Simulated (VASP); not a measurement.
Here is a VASP 6.6.1 calculation.

The input INCAR:

```
PREC     = Accurate       # precision mode
ENCUT    = 520            # plane-wave cutoff, eV
EDIFF    = 1E-6           # SCF threshold, eV
ISMEAR   = 1              # smearing method
SIGMA    = 0.1            # smearing width, eV
LREAL    = F              # projectors in reciprocal space
LASPH    = T              # aspherical terms in the spheres
NELM     = 150            # most SCF steps
ALGO     = Normal         # electronic algorithm
ISIF     = 2              # what is computed and relaxed
LWAVE    = F              # write WAVECAR
LCHARG   = F              # write CHGCAR
ISPIN    = 2              # spin polarisation
MAGMOM   = 2.5 -2.5       # initial moments
LORBIT   = 11             # projections on sites
LMAXMIX  = 4              # l up to which the mixer works
METAGGA  = R2SCAN         # meta-GGA
LMIXTAU  = T            
AMIX     = 0.2          
BMIX     = 1E-4         
AMIX_MAG = 0.8          
BMIX_MAG = 1E-4
```

The input KPOINTS:

```
regular mesh
0
Gamma
  14 14 14
```

Contents of POSCAR:

```
Fe                                      
1.0
    2.8860000000      0.0000000000      0.0000000000
    0.0000000000      2.8860000000      0.0000000000
    0.0000000000      0.0000000000      2.8860000000
  Fe            
     2
Direct
     0.0000000000000000    0.0000000000000000    0.0000000000000000
     0.5000000000000000    0.5000000000000000    0.5000000000000000
```

The input KPOINTS_OPT:

```
explicit points
91
Reciprocal
 0.0000000000  0.0000000000  0.0000000000 1
 0.0000000000  0.0357142857  0.0000000000 1
 0.0000000000  0.0714285714  0.0000000000 1
 0.0000000000  0.1071428571  0.0000000000 1
 0.0000000000  0.1428571429  0.0000000000 1
 0.0000000000  0.1785714286  0.0000000000 1
 0.0000000000  0.2142857143  0.0000000000 1
 0.0000000000  0.2500000000  0.0000000000 1
 0.0000000000  0.2857142857  0.0000000000 1
 0.0000000000  0.3214285714  0.0000000000 1
 0.0000000000  0.3571428571  0.0000000000 1
 0.0000000000  0.3928571429  0.0000000000 1
 0.0000000000  0.4285714286  0.0000000000 1
 0.0000000000  0.4642857143  0.0000000000 1
 0.0000000000  0.5000000000  0.0000000000 1
 0.0000000000  0.5000000000  0.0000000000 1
 0.0357142857  0.5000000000  0.0000000000 1
 0.0714285714  0.5000000000  0.0000000000 1
 0.1071428571  0.5000000000  0.0000000000 1
 0.1428571429  0.5000000000  0.0000000000 1
 0.1785714286  0.5000000000  0.0000000000 1
 0.2142857143  0.5000000000  0.0000000000 1
 0.2500000000  0.5000000000  0.0000000000 1
 0.2857142857  0.5000000000  0.0000000000 1
 0.3214285714  0.5000000000  0.0000000000 1
 0.3571428571  0.5000000000  0.0000000000 1
 0.3928571429  0.5000000000  0.0000000000 1
 0.4285714286  0.5000000000  0.0000000000 1
 0.4642857143  0.5000000000  0.0000000000 1
 0.5000000000  0.5000000000  0.0000000000 1
 0.5000000000  0.5000000000  0.0000000000 1
 0.4642857143  0.4642857143  0.0000000000 1
 0.4285714286  0.4285714286  0.0000000000 1
 0.3928571429  0.3928571429  0.0000000000 1
 0.3571428571  0.3571428571  0.0000000000 1
 0.3214285714  0.3214285714  0.0000000000 1
 0.2857142857  0.2857142857  0.0000000000 1
 0.2500000000  0.2500000000  0.0000000000 1
 0.2142857143  0.2142857143  0.0000000000 1
 0.1785714286  0.1785714286  0.0000000000 1
 0.1428571429  0.1428571429  0.0000000000 1
 0.1071428571  0.1071428571  0.0000000000 1
 0.0714285714  0.0714285714  0.0000000000 1
 0.0357142857  0.0357142857  0.0000000000 1
 0.0000000000  0.0000000000  0.0000000000 1
 0.0000000000  0.0000000000  0.0000000000 1
 0.0357142857  0.0357142857  0.0357142857 1
 0.0714285714  0.0714285714  0.0714285714 1
 0.1071428571  0.1071428571  0.1071428571 1
 0.1428571429  0.1428571429  0.1428571429 1
 0.1785714286  0.1785714286  0.1785714286 1
 0.2142857143  0.2142857143  0.2142857143 1
 0.2500000000  0.2500000000  0.2500000000 1
 0.2857142857  0.2857142857  0.2857142857 1
 0.3214285714  0.3214285714  0.3214285714 1
 0.3571428571  0.3571428571  0.3571428571 1
 0.3928571429  0.3928571429  0.3928571429 1
 0.4285714286  0.4285714286  0.4285714286 1
 0.4642857143  0.4642857143  0.4642857143 1
 0.5000000000  0.5000000000  0.5000000000 1
 0.5000000000  0.5000000000  0.5000000000 1
 0.4642857143  0.5000000000  0.4642857143 1
 0.4285714286  0.5000000000  0.4285714286 1
 0.3928571429  0.5000000000  0.3928571429 1
 0.3571428571  0.5000000000  0.3571428571 1
 0.3214285714  0.5000000000  0.3214285714 1
 0.2857142857  0.5000000000  0.2857142857 1
 0.2500000000  0.5000000000  0.2500000000 1
 0.2142857143  0.5000000000  0.2142857143 1
 0.1785714286  0.5000000000  0.1785714286 1
 0.1428571429  0.5000000000  0.1428571429 1
 0.1071428571  0.5000000000  0.1071428571 1
 0.0714285714  0.5000000000  0.0714285714 1
 0.0357142857  0.5000000000  0.0357142857 1
 0.0000000000  0.5000000000  0.0000000000 1
 0.5000000000  0.5000000000  0.0000000000 1
 0.5000000000  0.5000000000  0.0357142857 1
 0.5000000000  0.5000000000  0.0714285714 1
 0.5000000000  0.5000000000  0.1071428571 1
 0.5000000000  0.5000000000  0.1428571429 1
 0.5000000000  0.5000000000  0.1785714286 1
 0.5000000000  0.5000000000  0.2142857143 1
 0.5000000000  0.5000000000  0.2500000000 1
 0.5000000000  0.5000000000  0.2857142857 1
 0.5000000000  0.5000000000  0.3214285714 1
 0.5000000000  0.5000000000  0.3571428571 1
 0.5000000000  0.5000000000  0.3928571429 1
 0.5000000000  0.5000000000  0.4285714286 1
 0.5000000000  0.5000000000  0.4642857143 1
 0.5000000000  0.5000000000  0.5000000000 1
 0.0000000000  0.0000000000  0.0000000000 1
```

Potentials or basis: VASP PAW PBE potentials, release 64 (Fe).

The run is started by

```sh
$ cat potpaw_PBE.64/Fe/POTCAR > POTCAR
$ mpirun -np 1 vasp_std > vasp.out
```

(1) Estimate the pressure.

(2) Predict the site moments.

## Answers

(1) 0.1 GPa.

(2) Fe +2.73, -2.73 μB.

Caveat: the PAW data sets were made with another functional, which shifts forces and pressure a little.
